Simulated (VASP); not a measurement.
An input for Quantum ESPRESSO's pw.x (written as the equivalent of a VASP run, and not itself run):

```
&CONTROL
  calculation = 'vc-relax'
  pseudo_dir = './pseudo'
  outdir = './out'
  tprnfor = .true.
  tstress = .true.
  nstep = 60
  forc_conv_thr = 0.00039
/
&SYSTEM
  ibrav = 0
  nat = 2
  ntyp = 2
  ecutwfc = 82.3
  occupations = 'smearing'
  smearing = 'methfessel-paxton'
  degauss = 0.00735
  input_dft = 'pbesol'
/
&ELECTRONS
  conv_thr = 7.3e-08
  electron_maxstep = 100
/
&IONS
/
&CELL
/
ATOMIC_SPECIES
  Hg 200.592 Hg.upf
  Te 127.600 Te.upf
CELL_PARAMETERS angstrom
     0.0000000    3.2549229    3.2549229
     3.2549229    0.0000000    3.2549229
     3.2549229    3.2549229    0.0000000
ATOMIC_POSITIONS crystal
  Hg   0.0000000  0.0000000  0.0000000
  Te   0.2500000  0.2500000  0.2500000
K_POINTS automatic
  9 9 9 0 0 0
```

**Question.** Write the VASP files for the same calculation (PBEsol).

**Answer.** This is not unique; one that fits is 
**KPOINTS**
```
Automatic mesh
0
Gamma
9 9 9
0 0 0
```

INCAR:
```
! general
SYSTEM =HgTe
PREC   =Accurate
ENCUT  =400   ! plane-wave cut-off (eV)
LREAL  =.FALSE.
LASPH  =.TRUE.   ! aspherical one-centre terms

! electronic loop
EDIFF  =1E-6
NELM   =100
ALGO   =Normal
LMAXMIX=6   ! l cut-off of mixed one-centre charges

! smearing
ISMEAR =1   ! Methfessel-Paxton
SIGMA  =0.1   ! width (eV)

! functional
GGA    =PS

! ions
IBRION =2   ! conjugate gradients
NSW    =60   ! most ionic steps
ISIF   =3   ! ions, shape and volume
EDIFFG =-0.01   ! ionic stop

! output
LWAVE  =.FALSE.
LCHARG =.FALSE.
```

**POSCAR**
```
HgTe
1
    0.0000000000     3.2549229258     3.2549229258
    3.2549229258     0.0000000000     3.2549229258
    3.2549229258     3.2549229258     0.0000000000
Hg Te
1 1
Direct
  0.0000000000   0.0000000000   0.0000000000
  0.2500000000   0.2500000000   0.2500000000
```

POTCAR, in this order: Hg Te (PBE.64 set). Program: vasp_std.

Limits of the translation: the potentials are each code's own (VASP's PAW set, PseudoDojo norm-conserving files in pw.x), so ENCUT and ecutwfc are chosen apart and not converted; conv_thr bounds pw.x's estimated SCF error, while EDIFF bounds the energy change between steps; forc_conv_thr acts on force components and is met together with etot_conv_thr.

The structure was generated: HgTe was put into the zinc blende type (F-43m), which need not be its known phase. This run relaxes it. Symmetry was kept, so distortions that lower it aren't found. The start is the result of an earlier pass.
